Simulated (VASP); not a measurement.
Energy against volume of BN (zinc blende). All values below come from revPBE GGA, VASP's PBE PAW potentials (set 64) (plane waves; VASP). Settings: 520 eV cut-off, 12×12×12 Γ-centred mesh, Gaussian smearing of 0.050 eV, potentials B N.

```csv
V (Å³/atom),E (eV/atom)
5.666,-8.35907
5.847,-8.38004
6.028,-8.38680
6.209,-8.38123
```

### Question
Fit these four points and predict the energy of the run at 6.389 Å³/atom.

### Answer
A cubic in V^(−2/3), the third-order Birch-Murnaghan form, passes through the four points with V0 = 6.03 Å³/atom and B0 = 362 GPa, and gives -8.3650 eV/atom there. The run gave -8.3650 eV/atom, +0.1 meV/atom from the fit; all five points give B0 = 363 GPa.

The compound is BN in the zinc blende structure. It was relaxed first.
